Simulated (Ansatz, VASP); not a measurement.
# Cross-check of NaSrH3 between VASP and Ansatz

Wanted: the spread between two codes on one cell, functional and k mesh. The cell is generated by rule, not measured, and may not be a known phase. Of the first pair: The cell is taken from a series of runs on this material, whose earlier steps may have relaxed, scaled, displaced or heated it; both programs get it as it stands.

Program: Ansatz 0.2.0. Level of theory: plane waves, with VASP 6.6.1 beside it; relaxation of cell and atoms at PBEsol. Results are calculated unless marked as measured.

### Step 1. Set-up

It takes space group Pm-3m (No. 221, cubic). Conventional cell: a = 4.645 Å, b = 4.645 Å, c = 4.645 Å, α = 90.00°, β = 90.00°, γ = 90.00°. Nearest to Na lie 12 H at 3.28 Å. Sr has 6 H at 2.32 Å nearest. Nearest to H lie 2 Sr at 2.32 Å. Farther neighbours are not listed.

### Step 2. Ansatz: relaxation of cell and atoms, PBEsol, pair 1

Ansatz runs on its PAW soft_1 files.

The relaxed volume is the usual yardstick between codes: in a stiff, nearly cubic crystal its relative difference is about their pressure difference at one cell divided by the bulk modulus.

The input, input.yaml:

```yaml
crystal:
  lattice:
    - [4.6449235169, 0.0, 0.0]
    - [0.0, 4.6449235169, 0.0]
    - [0.0, 0.0, 4.6449235169]
  atoms:
    - { symbol: Na, position: [0.0, 0.0, 0.0] }
    - { symbol: Sr, position: [0.5, 0.5, 0.5] }
    - { symbol: H, position: [0.5, 0.5, 0.0] }
    - { symbol: H, position: [0.5, 0.0, 0.5] }
    - { symbol: H, position: [0.0, 0.5, 0.5] }
kpoints:
  mp_grid: { grid: [6, 6, 6] }
hamiltonian:
  xc: pbesol
  pseudopotentials: { kind: paw, azcp: { folder: soft_1 }, xc_functional: pbe }
scf:
  occupations: { method: gaussian, width: 0.02 }
output:
  forces: true
  stress: true
  eigenvalues: true
relax:
  adjacent_minimum: "off"
  f_tol: 0.005
  max_steps: 80
  cell: { stress_tol: 0.05 }
```

Started as:

```
$ ansatz run input.yaml --threads 4 --pin off --max-ram 16384MiB --backend cpu --events-out ev --progress --plain --runs-dir out
```

Numbers of over 12 decimals in the logs are rounded to 6 here.

Output:

```text
Engine: ansatz 0.2.0, aarch64-unknown-linux-gnu
Pseudopotentials: kind: paw
Pseudopotential: Na, paw, valence charge 9, recommended cutoff 420 eV (normal), soft_1/Na.paw.azcp
Pseudopotential: Sr, paw, valence charge 10, recommended cutoff 420 eV (normal), soft_1/Sr.paw.azcp
Pseudopotential: H, paw, valence charge 1, recommended cutoff 420 eV (normal), soft_1/H.paw.azcp
Functional definition: PBEsol
  exchange = pbesol_x
  correlation = pbesol_c
Crystal: 5 atoms, lattice volume = 100.216 Å³
Basis set: ecut = 420 eV, 1935 PW (Γ), exchange–correlation on 64×64×64 points (8 copies of the dense FFT grid, shifted against one another)
Bands: 16, of which v1, the nominal top of the filled ones, is band 11 counted from 1 (10 counted from 0)
Symmetry: 48 space group operations
Space group: Pm-3m (ITA 221), of the structure as read, at distance tolerance 4.6e-5 Å
k-points: 20 of 216
Non-local potential: Na, projectors of the file, l = 0: 3, l = 1: 2, l = 2: 1
Non-local potential: Sr, projectors of the file, l = 0: 3, l = 1: 2, l = 2: 2
Non-local potential: H, projectors of the file, l = 0: 2, l = 1: 1
PAW form: soft (Blöchl's): semilocal exchange-correlation on the pseudo side does not see the compensation charge
PAW frozen core: Na, regenerated for the run's functional, and the local potential with it (the file was generated under x = pbe(κ = 0.804, μ = 0.219515), c = pbe(β = 0.066725))
PAW frozen core: Sr, regenerated for the run's functional, and the local potential with it (the file was generated under x = pbe(κ = 0.804, μ = 0.219515), c = pbe(β = 0.066725))
PAW one-centre angular grid: Na, 110 points (default); XC on 64 Gauss nodes
PAW one-centre angular grid: Sr, 110 points (default); XC on 64 Gauss nodes
PAW one-centre angular grid: H, 110 points (default); XC on 64 Gauss nodes
Initial density: superposition of atomic densities (chi_scale 0.1, normalization cell, long waves kept (reshape's long-wave potential 0.00 eV rms))
Initial wavefunctions: pseudopotential atomic-orbital guess
Functional: x = pbesol(κ = 0.804, μ = 0.123457), c = pbesol(β = 0.046)
SCF iter   1: F=—  HF=-5017.246568 eV  |F-HF|=—  |Δ(HF+E_count)|=         —  Δρ=5.20e-2  dr2=3.94e0  ethr=3.10e-3  ⟨swp⟩=8.4  Hψ=2187  notcnv=0
preconditioner: auto → Resta (q_TF=auto, 2.119 Å⁻¹)  ε∞=2.7  [insulator: Δε(μ)=3.235 eV  Ē_g=6.926 eV  σ=0.020 eV  W_gap=1.00  n_scr=18 (ndim 8)  ℏωp=9.1 eV  f_vac=0.000  D(μ)=0.00/eV (n_scr^D=0)  ε∞_Penn≈2.7]
SCF iter   2: F=—  HF=-5016.095922 eV  |F-HF|=—  |Δ(HF+E_count)|=    1.15e0  Δρ=2.07e-2  dr2=9.34e-1  ethr=3.10e-3  ⟨swp⟩=2.5  Hψ=629  notcnv=0  defer=18
SCF iter   3: F=—  HF=-5015.777317 eV  |F-HF|=—  |Δ(HF+E_count)|=   3.19e-1  Δρ=4.61e-3  dr2=3.14e-2  ethr=3.10e-3  ⟨swp⟩=2.8  Hψ=471  notcnv=0  defer=18
SCF iter   4: F=—  HF=-5015.772232 eV  |F-HF|=—  |Δ(HF+E_count)|=   5.09e-3  Δρ=1.85e-3  dr2=2.42e-3  ethr=1.43e-4  ⟨swp⟩=3.1  Hψ=682  notcnv=0  defer=20
SCF iter   5: F=—  HF=-5015.771279 eV  |F-HF|=—  |Δ(HF+E_count)|=   9.53e-4  Δρ=2.88e-4  dr2=1.19e-4  ethr=1.10e-5  ⟨swp⟩=2.2  Hψ=617  notcnv=0  defer=20
SCF iter   6: F=—  HF=-5015.771315 eV  |F-HF|=—  |Δ(HF+E_count)|=   3.64e-5  Δρ=7.16e-5  dr2=6.79e-6  ethr=5.41e-7  ⟨swp⟩=2.2  Hψ=455  notcnv=0  defer=20
SCF iter   7: F=—  HF=-5015.771253 eV  |F-HF|=—  |Δ(HF+E_count)|=   6.26e-5  Δρ=6.99e-6  dr2=5.10e-8  ethr=4.55e-10  ⟨swp⟩=11.7  Hψ=2190  notcnv=0
SCF iter   8: F=-5015.771253 eV  HF=-5015.771253 eV  |F-HF|=8.41e-10  |Δ(HF+E_count)|=   6.57e-8  Δρ=1.16e-6  dr2=2.27e-9  ethr=2.32e-10  ⟨swp⟩=2.4  Hψ=1127  notcnv=0
SCF 1 converged in 8 iterations: F = -5015.771253 eV  dr2 = 2.27e-9
  greatest PAW one-centre occupation: 0.999 electrons in one spin orbital (limit 2), on the Na atom at site 0 (counted from 0), in its partial waves of l = 0
relax step   1: F+E_penalty+E_count = -5015.77125278 eV  Δ(F+E_penalty+E_count) = +0.000e0 eV  max|allowed force component| = 2.856e-30 eV/Å  Δτ_max = 0.0000 Å  P = -0.042 GPa  Ω = 100.216 Å³  (8 SCF iters, dr2 threshold 1.00e-7 eV, accepted)
Initial density: handed on by an earlier stage of this run
Initial wavefunctions: pseudopotential atomic-orbital guess (no wavefunctions were taken with the density)
iter 1 solved again at ethr=2.33e-7 eV; its pass at ethr=3.10e-3 eV (dr2=5.12e-5 eV) is discarded
SCF iter   1: F=—  HF=-5015.771315 eV  |F-HF|=—  |Δ(HF+E_count)|=         —  Δρ=1.61e-6  dr2=1.86e-9  ethr=2.33e-7  ⟨swp⟩=4.2  Hψ=3260  notcnv=0
eigensolver tolerance schedule: the retry pair's looser diagonalisation over-reported the residual by 27559.79 of it (diagonalisation noise at an unbounded share of the residual, at the tolerance the schedule requests for it); recorded, not acted on — ethr = c·dr2/N_el stays at c = 1.0e-1
preconditioner: auto → Resta (q_TF=auto, 2.119 Å⁻¹)  ε∞=3.2  [insulator: Δε(μ)=1.812 eV  Ē_g=6.071 eV  σ=0.020 eV  W_gap=1.00  n_scr=18 (ndim 8)  ℏωp=9.1 eV  f_vac=0.000  D(μ)=0.00/eV (n_scr^D=0)  ε∞_Penn≈3.2]
SCF iter   2: F=—  HF=-5015.771253 eV  |F-HF|=—  |Δ(HF+E_count)|=   6.21e-5  Δρ=1.07e-6  dr2=1.70e-9  ethr=8.44e-12  ⟨swp⟩=4.3  Hψ=859  notcnv=0
SCF iter   3: F=—  HF=-5015.771253 eV  |F-HF|=—  |Δ(HF+E_count)|=  2.17e-10  Δρ=4.61e-7  dr2=4.32e-10  ethr=7.74e-12  ⟨swp⟩=2.0  Hψ=372  notcnv=0
SCF iter   4: F=-5015.771253 eV  HF=-5015.771253 eV  |F-HF|=6.37e-12  |Δ(HF+E_count)|=  1.96e-10  Δρ=2.32e-7  dr2=3.55e-11  ethr=1.00e-12  ⟨swp⟩=4.7  Hψ=1506  notcnv=0
SCF 2 converged in 4 iterations: F = -5015.771253 eV  dr2 = 3.55e-11
relax step   2: F+E_penalty+E_count = -5015.77125278 eV  Δ(F+E_penalty+E_count) = -3.120e-10 eV  max|allowed force component| = 1.650e-30 eV/Å  Δτ_max = 0.0000 Å  P = -0.042 GPa  Ω = 100.216 Å³  stress off target by 4.15e-2 GPa  SCF on the basis re-selected at this cell (its energy is not comparable with the rows above)  (4 SCF iters)
basis re-selected at this cell: Δ(F+E_penalty+E_count) = -3.120e-10 eV, ΔP = +0.000 GPa vs the last step (what re-selecting the basis moved, of the pressure what is left beyond the Pulay correction that the steps carried, after the strain that the cell walked since its last selection, with what the two solves' SCF thresholds leave and, on support functions, any second-order correction that the steps lacked; it is no  [...]
SCF converged after 4 iterations
Free energy (F): -5015.771253 eV
Harris-Foulkes:  -5015.771253 eV  (|F-HF|=6.37e-12)
Internal energy: -5015.771253 eV  (E = F + TS)
E sigma→0 (E₀):  -5015.771253 eV
Fermi energy:    2.029471 eV
--- Per-component energies (eV) ---
  E_band       = -383.100576
  E_kinetic    = 384.771747
  E_local      = -2413.333096  (includes V_loc(G=0)·N_el)
  E_nonlocal   = 514.790834
  E_hartree    = 754.376802
  E_xc         = -235.406620
  E_vxc        = -235.263589  (∫ρ·V_xc dr)
  E_paw        = -2925.094460  (= ΣΔE_a)
  E_vpaw       = -142.817249  (= ΣTr[D̂ρ^β])
  E_aug_tail   = -0.002797  (compensation charges beyond the density's cutoff)
  E_ewald      = -1096.062704
  E_core_change = 0.189042  (= ΣΔE_core)
  E_smearing   = -0.000000  (= −TS)
  E_closure    = 0.000000  (closes the sum)
  Σ components = -5015.771253   (vs F -5015.771253, Δ=0.00e0)
--- Forces (eV/Å), atoms counted from 1 ---
  atom   1  Na    -0.00000000    -0.00000000    -0.00000000
  atom   2  Sr     0.00000000    -0.00000000     0.00000000
  atom   3  H      0.00000000     0.00000000    -0.00000000
  atom   4  H     -0.00000000    -0.00000000    -0.00000000
  atom   5  H      0.00000000     0.00000000     0.00000000
  max |Σ_I F_I| component: 2.27e-30 eV/Å
--- Stress (GPa, compression-positive) ---
       -0.041533       0.000000       0.000000
       -0.000000      -0.041533       0.000000
        0.000000       0.000000      -0.041533
  P = ⅓ Tr σ = -0.0415 GPa (-0.415 kbar)
--- Band table (eV; the first three rows and the last of 20) ---
  k-point 0: bands = [... 7 lower, -13.7731, -2.0068, 0.2158, 0.2158, 6.6525, 7.1430, 7.1430, 7.1430, ... 1 higher]
  k-point 1: bands = [... 7 lower, -13.7719, -1.8171, 0.2509, 0.2826, 5.7141, 6.7483, 6.7483, 7.9335, ... 1 higher]
  k-point 2: bands = [... 7 lower, -13.7695, -1.3706, 0.3241, 0.3279, 5.1549, 6.2888, 6.2888, 8.0674, ... 1 higher]
  k-point 19: bands = [... 7 lower, -13.8693, 1.1233, 1.1233, 1.1233, 3.8859, 3.8859, 3.8859, 5.9197, ... 1 higher]
--- Relaxed structure (1 steps of the walk, 1 accepted, 1 SCFs on fresh bases) ---
  F+E_penalty+E_count = -5015.77125278 eV   max|allowed force component| = 1.650e-30 eV/Å   (the final SCF, on the basis selected at the relaxed cell)
  cell:  # Å, volume = 100.2157 Å³
    - [4.6449235169, 0.0, 0.0]
    - [0.0, 4.6449235169, 0.0]
    - [0.0, 0.0, 4.6449235169]
  atoms:
    - { symbol: Na, position: [0.0, 0.0, 0.0] }
    - { symbol: Sr, position: [0.5, 0.5, 0.5] }
    - { symbol: H, position: [0.5, 0.5, 0.0] }
    - { symbol: H, position: [0.5, 0.0, 0.5] }
    - { symbol: H, position: [0.0, 0.5, 0.5] }
```

### Step 3. VASP: relaxation of cell and atoms, PBEsol, pair 1

The same cell, functional, mesh and smearing now go to VASP, with its own data sets.

Lines of VASP's logs that name or quote its potential files are left out, and so is its time.

The input, INCAR:

```
SYSTEM = NaSrH3
PREC = Accurate
ENCUT = 500
EDIFF = 1E-07
NELM = 120
ISMEAR = 0
SIGMA = 0.02
LREAL = .FALSE.
ALGO = Normal
GGA = PS
NBANDS = 16
LORBIT = 11
LWAVE = .FALSE.
LCHARG = .FALSE.
ISIF = 3
IBRION = 2
NSW = 80
EDIFFG = -0.005
LASPH = .TRUE.
GGA_COMPAT = .FALSE.
NELMIN = 4
EFERMI = MIDGAP
KPAR = 2
```

The input, POSCAR:

```
NaSrH3
1.0
    4.6449240000      0.0000000000      0.0000000000
    0.0000000000      4.6449240000      0.0000000000
    0.0000000000      0.0000000000      4.6449240000
Na Sr H
1 1 3
Direct
    0.0000000000      0.0000000000      0.0000000000
    0.5000000000      0.5000000000      0.5000000000
    0.5000000000      0.5000000000      0.0000000000
    0.5000000000      0.0000000000      0.5000000000
    0.0000000000      0.5000000000      0.5000000000
```

The input, KPOINTS:

```
Automatic mesh
0
Gamma
6 6 6
0 0 0
```

Potentials, in the order of the species: Na_pv, Sr_sv and H (PBE family, release 64).

Started as:

```
$ mpirun -np 2 vasp_std
```

Output:

```text
[banner, memory and clock lines left out]
running    2 mpi-ranks, on    1 nodes
 distrk:  each k-point on    1 cores,    2 groups
 distr:  one band on    1 cores,    1 groups

 POSCAR found type information on POSCAR NaSrH
 POSCAR found :  3 types and       5 ions
|                                                                             |
|               ----> ADVICE to this user running VASP <----                  |
|                                                                             |
|     You enforced a specific xc type in the INCAR file but a different       |
|     [... a line on the potential file left out ...]
|     I HOPE YOU KNOW WHAT YOU ARE DOING!                                     |
|                                                                             |

 LDA part: xc-table for (Slater+PW92), standard interpolation
 POSCAR, INCAR and KPOINTS ok, starting setup
 FFT: planning ... GRIDC
 FFT: planning ... GRID_SOFT
 FFT: planning ... GRID
 WAVECAR not read
 entering main loop
       N       E                     dE             d eps       ncg     rms          rms(c)
DAV:   1     0.127057074398E+03    0.12706E+03   -0.94000E+03   648   0.107E+03
DAV:   2    -0.567463759456E+01   -0.13273E+03   -0.12862E+03   728   0.283E+02
DAV:   3    -0.154108133998E+02   -0.97362E+01   -0.97162E+01  1208   0.704E+01
DAV:   4    -0.156217561129E+02   -0.21094E+00   -0.21083E+00   808   0.763E+00
DAV:   5    -0.156317930685E+02   -0.10037E-01   -0.10036E-01  1048   0.117E+00    0.243E+01
DAV:   6    -0.142753597893E+02    0.13564E+01   -0.13423E+00   704   0.472E+00    0.144E+01
DAV:   7    -0.138575901126E+02    0.41777E+00   -0.19912E+00   744   0.529E+00    0.186E+00
DAV:   8    -0.138394666496E+02    0.18123E-01   -0.16116E-01   856   0.210E+00    0.450E-01
DAV:   9    -0.138375744434E+02    0.18922E-02   -0.44505E-03   832   0.429E-01    0.310E-01
DAV:  10    -0.138366055802E+02    0.96886E-03   -0.47676E-03   784   0.444E-01    0.371E-01
DAV:  11    -0.138365153130E+02    0.90267E-04   -0.27522E-04   848   0.129E-01    0.875E-02
DAV:  12    -0.138365121639E+02    0.31490E-05   -0.64036E-05   928   0.546E-02    0.931E-03
DAV:  13    -0.138365113105E+02    0.85345E-06   -0.46329E-06   880   0.112E-02    0.581E-03
DAV:  14    -0.138365105791E+02    0.73135E-06   -0.10543E-06   856   0.815E-03    0.608E-03
DAV:  15    -0.138365110564E+02   -0.47725E-06   -0.29908E-07   800   0.506E-03    0.305E-03
DAV:  16    -0.138365110572E+02   -0.82014E-09   -0.16419E-08   544   0.821E-04
   1 F= -.13836511E+02 E0= -.13836511E+02  d E =-.138365E+02
 curvature:   0.00 expect dE= 0.000E+00 dE for cont linesearch  0.000E+00
 trial: gam= 0.00000 g(F)=  0.000E+00 g(S)=  0.303E-04 ort = 0.000E+00 (trialstep = 0.100E+01)
 search vector abs. value=  0.303E-04
 bond charge predicted
       N       E                     dE             d eps       ncg     rms          rms(c)
DAV:   1    -0.138366130052E+02   -0.10195E-03   -0.22895E-03   864   0.537E-01    0.694E-02
DAV:   2    -0.138365590139E+02    0.53991E-04   -0.17026E-04   880   0.117E-01    0.323E-02
DAV:   3    -0.138365326629E+02    0.26351E-04   -0.65581E-05  1144   0.639E-02    0.394E-02
DAV:   4    -0.138365345242E+02   -0.18613E-05   -0.19986E-06   744   0.145E-02    0.254E-02
DAV:   5    -0.138365353639E+02   -0.83972E-06   -0.71318E-06  1064   0.134E-02    0.754E-03
DAV:   6    -0.138365352453E+02    0.11868E-06   -0.13646E-07   768   0.271E-03    0.252E-03
DAV:   7    -0.138365353706E+02   -0.12535E-06   -0.29909E-08   416   0.165E-03    0.474E-04
DAV:   8    -0.138365353862E+02   -0.15547E-07   -0.54510E-09   360   0.669E-04
   2 F= -.13836535E+02 E0= -.13836535E+02  d E =-.243289E-04
 trial-energy change:   -0.000024  1 .order   -0.000024   -0.000030   -0.000018
 step:   2.4387(harm=  2.4387)  dis= 0.00000  next Energy=   -13.836548 (dE=-0.369E-04)
 reached required accuracy - stopping structural energy minimisation
```

From OUTCAR (step 3):

```text
ion  position               nearest neighbor table
   1  0.000  0.000  0.000-
   2  0.500  0.500  0.500-   3 2.32   4 2.32   5 2.32   3 2.32   4 2.32   5 2.32
   3  0.500  0.500  0.000-   2 2.32   2 2.32
   4  0.500  0.000  0.500-   2 2.32   2 2.32
   5  0.000  0.500  0.500-   2 2.32   2 2.32

  LATTYP: Found a simple cubic cell.
 ALAT       =     4.6449240000

 Subroutine GETGRP returns: Found 48 space group operations
 (whereof 48 operations were pure point group operations)

The static configuration has the point symmetry O_h .

 Found     20 irreducible k-points:

   k-points           NKPTS =     20   k-points in BZ     NKDIM =     20   number of bands    NBANDS=     16

   dimension x,y,z NGX =    36 NGY =   36 NGZ =   36
   dimension x,y,z NGXF=    72 NGYF=   72 NGZF=   72

   ENCUT  =  500.0 eV  36.75 Ry    6.06 a.u.   8.47  8.47  8.47*2*pi/ulx,y,z

   NELECT =      20.0000    total number of electrons

 k-points in reciprocal lattice and weights: Automatic mesh
   0.00000000  0.00000000  0.00000000       0.005
   0.16666667  0.00000000  0.00000000       0.028
   0.33333333  0.00000000  0.00000000       0.028
   0.50000000  0.00000000  0.00000000       0.014
   0.16666667  0.16666667  0.00000000       0.056
   0.33333333  0.16666667  0.00000000       0.111
   0.50000000  0.16666667  0.00000000       0.056
   0.33333333  0.33333333  0.00000000       0.056
   0.50000000  0.33333333  0.00000000       0.056
[...]
0.50000000  0.50000000  0.33333333       0.028
   0.50000000  0.50000000  0.50000000       0.005

 average (electrostatic) potential at core
       1 -50.9141       2 -39.9011       3 -34.1628       4 -34.1628       5 -34.1628

 E-fermi :  -0.4582

 k-point     1 :       0.0000    0.0000    0.0000
  band No.  band energies     occupation
    ...
      6     -16.2972      2.00000
      7     -16.2972      2.00000
      8      -4.4994      2.00000
      9      -2.2790      2.00000
     10      -2.2790      2.00000
     11       4.1680      0.00000
     12       4.6668      0.00000
     13       4.6668      0.00000
     14       4.6668      0.00000
     15       5.4087      0.00000
    ...

 k-point     2 :       0.1667    0.0000    0.0000
  band No.  band energies     occupation
    ...
      6     -16.2960      2.00000
      7     -16.2960      2.00000
      8      -4.3095      2.00000
      9      -2.2439      2.00000
     10      -2.2108      2.00000
     11       3.2336      0.00000
     12       4.2604      0.00000
     13       4.2604      0.00000
     14       5.4510      0.00000
     15       5.4594      0.00000
    ...

 k-point     3 :       0.3333    0.0000    0.0000
  band No.  band energies     occupation
    ...
      6     -16.2936      2.00000
      7     -16.2936      2.00000
      8      -3.8624      2.00000
      9      -2.1705      2.00000
     10      -2.1624      2.00000
     11       2.6788      0.00000
     12       3.7946      0.00000
     13       3.7946      0.00000
     14       5.5671      0.00000
     15       5.5935      0.00000
    ...

  Total       -0.0190824     -0.0190824     -0.0190824     -0.0000000      0.0000000     -0.0000000
  in kB       -0.3053613     -0.3053613     -0.3053613     -0.0000000      0.0000000     -0.0000000
  external PRESSURE =      -0.3053613 kB  Pullay stress =       0.0000000 kB

  energy-cutoff  :      500.00
  volume of cell :      100.12
      direct lattice vectors                 reciprocal lattice vectors
     4.643474357 -0.000000000  0.000000000     0.215355986  0.000000000  0.000000000
    -0.000000000  4.643474357  0.000000000     0.000000000  0.215355986  0.000000000
    -0.000000000 -0.000000000  4.643474357    -0.000000000 -0.000000000  0.215355986

 POSITION                                       TOTAL-FORCE (eV/Angst)
 -----------------------------------------------------------------------------------
      0.00000      0.00000      0.00000         0.000000      0.000000      0.000000
      2.32174      2.32174      2.32174        -0.000000     -0.000000      0.000000
      2.32174      2.32174      0.00000         0.000000      0.000000      0.000000
      2.32174     -0.00000      2.32174         0.000000      0.000000      0.000000
     -0.00000      2.32174      2.32174         0.000000      0.000000      0.000000
 -----------------------------------------------------------------------------------
    total drift:                                0.000000      0.000000      0.000000

  FREE ENERGIE OF THE ION-ELECTRON SYSTEM (eV)
  ---------------------------------------------------
  free  energy   TOTEN  =       -13.8365353862 eV

  energy  without entropy=      -13.8365353862  energy(sigma->0) =      -13.83653539

 reached required accuracy - stopping structural energy minimisation

 total charge
# of ion       s       p       d       tot
------------------------------------------
    1        0.027   5.959   0.000   5.985
    2        2.022   5.785   0.222   8.028
    3        0.510   0.001   0.000   0.511
    4        0.510   0.001   0.000   0.511
    5        0.510   0.001   0.000   0.511
--------------------------------------------------
tot          3.578  11.746   0.222  15.546

[... 3 further parts left out ...]
```

### Step 4. Side by side

Known differences besides the potentials themselves: the data sets hold 22 valence electrons in Ansatz (on its PAW soft_1 files) and 20 in VASP; the cutoff is 420 eV in Ansatz and 500 eV in VASP; Ansatz makes its cores anew for this functional, VASP keeps those of its PBE data sets; Ansatz adds a Pulay correction to the stress that steers its cell, VASP none. Total energies have different zeros and are not compared.

Compared:

| quantity | Ansatz | VASP | difference |
| --- | --- | --- | --- |
| volume (Å³) | 100.22 | 100.12 | +0.09 % |
| edge a after relaxation, in the typed setting (Å) | 4.645 | 4.644 | +0.03 % |

(Continued in part 2 of 2.)

[Lines on the potential files, build, host, timing and source positions are cut from VASP's logs without a mark.]

[Logs are printed without paths, hosts, clocks, repeated set-up lines and the standing remarks that a program may print on its own settings, such as how far it seeks lower states.]

[Hosts, paths, dates, database ids (printed as entryN), source tags and the programs' standing remarks are cut or masked in the printed files.]
